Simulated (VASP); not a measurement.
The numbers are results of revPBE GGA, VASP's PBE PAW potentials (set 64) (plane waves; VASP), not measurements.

The input files of a VASP run:

### KPOINTS
```
Automatic mesh
0
Gamma
1 1 1
0 0 0
```

**INCAR**
```
SYSTEM = F atom
PREC = Normal
ENCUT = 520
EDIFF = 1E-6
NELM = 200
ALGO = All
LREAL = .FALSE.
LASPH = .TRUE.
ISMEAR = 0
SIGMA = 0.01
GGA = RE
ISPIN = 2
MAGMOM = 1
LORBIT = 10
LWAVE = .FALSE.
LCHARG = .FALSE.
ISYM = 0
NUPDOWN = 1
```

File POSCAR:
```
F atom
1
   12.0000000000     0.0000000000     0.0000000000
    0.0000000000    12.5000000000     0.0000000000
    0.0000000000     0.0000000000    13.0000000000
F
1
Direct
  0.0000000000   0.0000000000   0.0000000000
```

POTCAR, in this order: F (PBE.64 set). Program: vasp_gam. Read from the step before: WAVECAR.

The run wrote:

### OSZICAR
```
       N       E                     dE             d eps       ncg     rms           ort
SDA:   1    -0.428555461913E+00   -0.42856E+00    0.00000E+00     8   0.383E-02   0.000E+00
CGA:   2    -0.429280910093E+00   -0.72545E-03   -0.72524E-03     8   0.188E-02  -0.220E-04
CGA:   3    -0.429696160875E+00   -0.41525E-03   -0.41535E-03     8   0.105E-02  -0.367E-05
SDA:   4    -0.589771229521E+00   -0.16008E+00   -0.16141E+00     8   0.187E+01   0.456E-03
CGA:   5    -0.680525052985E+00   -0.90754E-01   -0.58341E+00     8   0.223E+00  -0.704E-01
CGA:   6    -0.716418704799E+00   -0.35894E-01   -0.35891E-01     8   0.292E-01   0.736E-04
CGA:   7    -0.726805075885E+00   -0.10386E-01   -0.10405E-01     8   0.139E-01   0.184E-04
CGA:   8    -0.730328846804E+00   -0.35238E-02   -0.35318E-02     8   0.242E-02  -0.448E-05
CGA:   9    -0.730913535392E+00   -0.58469E-03   -0.58465E-03     8   0.504E-03   0.338E-05
CGA:  10    -0.731116564549E+00   -0.20303E-03   -0.20334E-03     8   0.233E-03   0.351E-05
CGA:  11    -0.731182406291E+00   -0.65842E-04   -0.66327E-04     8   0.263E-04   0.239E-05
CGA:  12    -0.731189897319E+00   -0.74910E-05   -0.76212E-05     8   0.457E-05   0.749E-06
CGA:  13    -0.731191501731E+00   -0.16044E-05   -0.16587E-05     8   0.122E-05   0.604E-06
SDA:  14    -0.731191853776E+00   -0.35205E-06   -0.40594E-06     8   0.248E-06   0.382E-06
   1 F= -.73119185E+00 E0= -.73119185E+00  d E =-.226286E-13  mag=     1.0000
```

File OUTCAR:
```
------------------------ aborting loop because EDIFF is reached ----------------------------------------
  FORCE on cell =-STRESS in cart. coord.  units (eV):
  Direction    XX          YY          ZZ          XY          YZ          ZX
  --------------------------------------------------------------------------------------
  Total       -0.0491382     -0.0366042     -0.0541970     -0.0009101      0.0002500      0.0000002
  in kB       -0.0403734     -0.0300750     -0.0445298     -0.0007478      0.0002054      0.0000002
  external PRESSURE =      -0.0383261 kB  Pullay stress =       0.0000000 kB
  volume of cell :     1950.00
      direct lattice vectors                 reciprocal lattice vectors
    12.000000000  0.000000000  0.000000000     0.083333333  0.000000000  0.000000000
     0.000000000 12.500000000  0.000000000     0.000000000  0.080000000  0.000000000
     0.000000000  0.000000000 13.000000000     0.000000000  0.000000000  0.076923077
 POSITION                                       TOTAL-FORCE (eV/Angst)
 -----------------------------------------------------------------------------------
      0.00000      0.00000      0.00000        -0.000000     -0.000000     -0.000000
 -----------------------------------------------------------------------------------
    total drift:                               -0.000000     -0.000000     -0.000000
  FREE ENERGIE OF THE ION-ELECTRON SYSTEM (eV)
  ---------------------------------------------------
  free  energy   TOTEN  =        -0.7311918538 eV

  energy  without entropy=       -0.7311918538  energy(sigma->0) =       -0.73119185

 total charge

# of ion       s       p       d       tot
------------------------------------------
    1        1.763   3.998   0.000   5.761

 magnetization (x)

# of ion       s       p       d       tot
------------------------------------------
    1        0.004   0.841   0.000   0.845
```
(Selected blocks of OUTCAR.)

**OUTCAR**
```
 val. band max:      -10.1842320426   @ k =   0.0000   0.0000   0.0000

 cond. band min:      -9.0690653555   @ k =   0.0000   0.0000   0.0000


 Fermi energy:       -10.8559704875

 spin component 1

 k-point     1 :       0.0000    0.0000    0.0000
  band No.  band energies     occupation
      1     -30.6882      1.00000
      2     -13.3818      1.00000
      3     -10.9462      1.00000
      4     -10.9459      1.00000
      5      -0.3305      0.00000
      6       0.4661      0.00000
      7       0.7303      0.00000
      8       0.7689      0.00000

 Fermi energy:       -10.1337087528

 spin component 2

 k-point     1 :       0.0000    0.0000    0.0000
  band No.  band energies     occupation
      1     -28.6371      1.00000
      2     -10.1868      1.00000
      3     -10.1842      1.00000
      4      -9.0691      0.00000
      5      -0.2821      0.00000
      6       0.5109      0.00000
      7       0.7258      0.00000
      8       0.8288      0.00000
```

The atom may not be in its lowest state.

The cell is a free atom in a box.
